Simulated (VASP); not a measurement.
Here is the system:

```yaml
crystal:
  lattice:
    - [0.00000, 2.77837, 2.77837]
    - [2.77837, 0.00000, 2.77837]
    - [2.77837, 2.77837, 0.00000]
  atoms:
    - { symbol: Ge, position: [0.00000, 0.00000, 0.00000] }
    - { symbol: Ge, position: [0.25000, 0.25000, 0.25000] }
```

These are r2SCAN meta-GGA, VASP's PBE PAW potentials (set 64) (plane waves; VASP) values and carry that method's errors. Numerical set-up: 520 eV cut-off, 8×8×8 Γ-centred mesh, Gaussian smearing of 0.050 eV, potentials Ge_d.

**Question.** Estimate the energy per atom (σ→0), pressure, band gap (on the k-mesh) with the smallest direct gap where there is one.

**Answer.** 
```yaml
band gap (on the k-mesh): 0.63 eV
smallest direct gap (on the k-mesh): 0.94 eV
energy per atom (σ→0): -13.846 eV/atom
pressure: 5.28 GPa
```

The compound is Ge in the diamond structure. This cell is one point of a volume scan, at 0.94 of the reference volume.
